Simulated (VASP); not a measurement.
# Sn3P2: relaxation of cell and atoms with PBE

The system is Sn3P2.

```
Sn P
1.0
     3.88145    0.00479   -0.01436
    -1.93658    3.42818   -0.01664
    -0.06812   -0.13043   18.66074
Sn P
6 4
Direct
  0.01765 0.02192 0.25783
  0.00187 0.99272 0.75024
  0.32030 0.58690 0.93050
  0.63213 0.29874 0.42435
  0.37277 0.69306 0.56761
  0.63071 0.33541 0.06259
  0.33196 0.69050 0.15157
  0.64101 0.30935 0.64214
  0.37386 0.67979 0.35103
  0.65455 0.30129 0.85551
```

The cell was built by a generator and needn't be a form met in nature.

| Quantity | Value |
| --- | --- |
| Program | VASP 6.6.1 |
| Task | relaxation of cell and atoms |
| Functional | PBE |
| Potentials or basis | VASP PAW PBE potentials, release 64 (Sn_d, P) |
| Cutoff | 520 eV |
| k mesh | 7 × 7 × 2 |
| Occupations | gaussian, width 0.15 eV |
| Spin | no spin polarisation |
| Further INCAR settings | PREC = Normal; LREAL = Auto; ALGO = Fast; EDIFF = 1e-05; ISYM = 0; IBRION = 2; EDIFFG = -0.03; NSW = 110; ISIF = 3 |

* Relaxed volume: 24.64 Å³/atom
* Relaxed cell: a = 3.914 Å, b = 3.917 Å, c = 18.551 Å, α = 89.07°, β = 89.89°, γ = 119.95°
* Space group after relaxing (to 0.05 Å): P1 (No. 1)
* Energy gained by relaxing: 68.0 meV/atom
* Ionic steps: 27
* Pressure after relaxing: -0.2 GPa
* Largest force after relaxing: 0.028 eV/Å
* Band gap on the k mesh: none (metal or under the smearing width)

Forces on the atoms (eV/Å):
```
Sn   0.025  0.009 -0.010
Sn  -0.011  0.012  0.004
Sn  -0.004  0.009 -0.008
Sn   0.002  0.005 -0.017
Sn  -0.010 -0.012  0.017
Sn   0.010 -0.013  0.012
P   -0.002 -0.001 -0.006
P    0.003  0.002 -0.015
P   -0.016 -0.015  0.004
P    0.003  0.004  0.019
```

Stress tensor (GPa, compression positive):
```
-0.17  0.03 -0.07
 0.03 -0.18  0.04
-0.07  0.04 -0.19
```

Step by step:
| step | energy change (eV) | largest force (eV/Å) | pressure (GPa) | volume (Å³) |
| --- | --- | --- | --- | --- |
| 1 | 0.0000 | 1.4743 | 0.58 | 248.46 |
| 2 | -0.4502 | 0.9130 | -1.04 | 251.63 |
| 3 | -0.5157 | 0.6794 | -1.69 | 253.39 |
| 4 | -0.6154 | 0.3879 | 0.57 | 243.46 |
| 5 | -0.6155 | 0.3885 | 0.31 | 243.84 |
| 6 | -0.6433 | 0.2028 | 0.24 | 244.53 |
| 7 | -0.6523 | 0.1332 | 0.13 | 245.16 |
| 8 | -0.6625 | 0.1025 | -0.15 | 246.32 |
| 9 | -0.6650 | 0.1026 | -0.22 | 246.85 |
| 10 | -0.6664 | 0.1174 | -0.35 | 247.92 |
| 11 | -0.6715 | 0.0933 | -0.04 | 246.10 |
| 12 | -0.6714 | 0.0921 | 0.17 | 246.01 |
| 13 | -0.6714 | 0.0917 | 0.10 | 246.07 |
| 14 | -0.6744 | 0.0696 | 0.10 | 246.15 |
| 15 | -0.6752 | 0.0584 | 0.09 | 246.20 |
| 16 | -0.6765 | 0.0603 | -0.23 | 247.10 |
| 17 | -0.6764 | 0.0615 | -0.08 | 247.01 |
| 18 | -0.6765 | 0.0598 | -0.18 | 247.07 |
| 19 | -0.6774 | 0.0461 | -0.11 | 246.76 |
| 20 | -0.6778 | 0.0479 | 0.02 | 246.30 |
| 21 | -0.6778 | 0.0435 | 0.01 | 246.39 |
| 22 | -0.6783 | 0.0315 | 0.01 | 246.26 |
| 23 | -0.6786 | 0.0395 | 0.01 | 246.10 |
| 24 | -0.6785 | 0.0506 | 0.03 | 245.78 |
| 25 | -0.6789 | 0.0596 | 0.08 | 245.92 |
| 26 | -0.6789 | 0.0431 | 0.04 | 245.96 |
| 27 | -0.6797 | 0.0280 | -0.18 | 246.39 |

Final structure:
```cif
data_structure
_symmetry_space_group_name_H-M 'P 1'
_symmetry_Int_Tables_number 1
_cell_length_a 3.9141
_cell_length_b 3.9170
_cell_length_c 18.5510
_cell_angle_alpha 89.066
_cell_angle_beta 89.886
_cell_angle_gamma 119.947
_cell_volume 246.39
loop_
_atom_site_label
_atom_site_type_symbol
_atom_site_fract_x
_atom_site_fract_y
_atom_site_fract_z
_atom_site_occupancy
Sn1 Sn 0.00001 0.00538 0.25014 1
Sn2 Sn 0.99467 0.97601 0.74884 1
Sn3 Sn 0.31386 0.62118 0.92891 1
Sn4 Sn 0.66314 0.32334 0.42977 1
Sn5 Sn 0.33874 0.66580 0.56905 1
Sn6 Sn 0.67516 0.35393 0.06963 1
P1 P 0.33773 0.67897 0.14959 1
P2 P 0.66637 0.32209 0.64966 1
P3 P 0.33504 0.66611 0.34902 1
P4 P 0.65209 0.29687 0.84876 1
```

Levels at points of the mesh, in eV from the Fermi level:
```csv
k point,band 50,band 51,band 52,band 53,band 54,band 55
"(0.00, 0.00, 0.00)",-0.16,-0.05,1.11,1.76,1.79,1.83
"(0.00, 0.00, 0.50)",-0.89,0.61,0.62,1.88,1.89,1.96
```

It took 15 min on 8 MPI ranks on Intel(R) Xeon(R) Platinum 8259CL CPU @ 2.50GHz (Skylake/Cascade Lake) (shared host), peak memory 0.61 GiB a rank.
